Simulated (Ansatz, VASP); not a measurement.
ScGaN: VASP beside Ansatz

```xyz
3
Lattice="3.6876 0.0000 0.0000 -1.8438 3.1935 0.0000 0.0000 0.0000 3.5975" Properties=species:S:1:pos:R:3 pbc="T T T"
Sc    0.0000    0.0000    0.0000
Ga    1.8438    1.0645    1.7988
N     0.0000    2.1290    1.7988
```

Change from the starting cell: species swapped into the ZrBeB type (P-6m2, No. 187).

Alike in both runs: functional PBE; k mesh 6 × 6 × 6; occupations gaussian, width 0.1 eV; no spin polarisation.

Ansatz relaxed the structure, and its values are those at the end. VASP's run is a single point on that final structure, the one shown.

```csv
,VASP,Ansatz
version,VASP 6.6.1,Ansatz 0.2.0
potentials or method,"VASP PAW PBE potentials, release 64 (Sc_sv, Ga_d, N)","scalar-relativistic, plane waves, PAW"
plane-wave cutoff (eV),520,420
valence electrons in the cell,29,29
```

```csv
,VASP,Ansatz,Ansatz less VASP
gap on the k mesh at the Fermi level (eV),none,none,-
pressure (GPa),0.4,0.1,-0.32
```

A gap of «none» marks a metal or a gap that the smearing closes.
